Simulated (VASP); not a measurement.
VN (space group Fm-3m): computed properties

The numbers are results of PBEsol GGA, VASP's PBE PAW potentials (set 64) (plane waves; VASP), not measurements.

| Item | Result |
|---|---|
| space group | Fm-3m (225) |
| cell | a = 4.0753 Å, b = 4.0753 Å, c = 4.0753 Å, α = 90.00°, β = 90.00°, γ = 90.00° |
| volume per atom | 8.46 Å³/atom |
| band gap (over mesh and band path) | none (metal, semimetal or under 0.01 eV) |
| density | 6.37 g/cm³ |

```
CELL_PARAMETERS angstrom
      0.00000     2.03767     2.03767
      2.03767     0.00000     2.03767
      2.03767     2.03767     0.00000
ATOMIC_POSITIONS crystal
  V  0.50000 0.50000 0.50000
  N  0.00000 0.00000 0.00000
```

The structure comes from a measured VN entry (Fm-3m) of the Crystallography Open Database, whose conditions weren't checked. It was relaxed first. Symmetry was kept, so distortions that lower it aren't found.
